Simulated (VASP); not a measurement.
Here is the system:

```yaml
crystal:
  lattice:
    - [0.00000, 2.39320, 2.39320]
    - [2.39320, 0.00000, 2.39320]
    - [2.39320, 2.39320, 0.00000]
  atoms:
    - { symbol: B, position: [0.25000, 0.25000, 0.25000] }
    - { symbol: As, position: [0.00000, 0.00000, 0.00000] }
```

The numbers are results of r2SCAN meta-GGA, VASP's PBE PAW potentials (set 64) (plane waves; VASP 6.6.1), not measurements. Settings: 520 eV cut-off, 11×11×11 Γ-centred mesh, tetrahedra with Blöchl corrections, potentials B As.

Problem. Give the energies of bands 2 to 7 at the high-symmetry points, in eV from the valence-band maximum.

Solution. 
| band | Γ | X | U | L | W |
|---|---|---|---|---|---|
| 2 | 0.00 | -9.03 | -8.64 | -9.20 | -8.58 |
| 3 | 0.00 | -4.29 | -6.17 | -1.93 | -5.70 |
| 4 | 0.00 | -4.29 | -3.67 | -1.93 | -5.40 |
| 5 | 3.44 | 1.62 | 2.28 | 2.94 | 5.68 |
| 6 | 3.44 | 1.70 | 5.95 | 5.05 | 6.43 |
| 7 | 3.44 | 12.10 | 9.76 | 5.05 | 7.17 |

The gap is indirect, 1.38 eV, from the valence maximum at Γ to the conduction minimum at Γ-X at 0.78.

The structure comes from a computed database's BAs entry (F-43m); how it stands against other phases isn't given here. It was relaxed first.
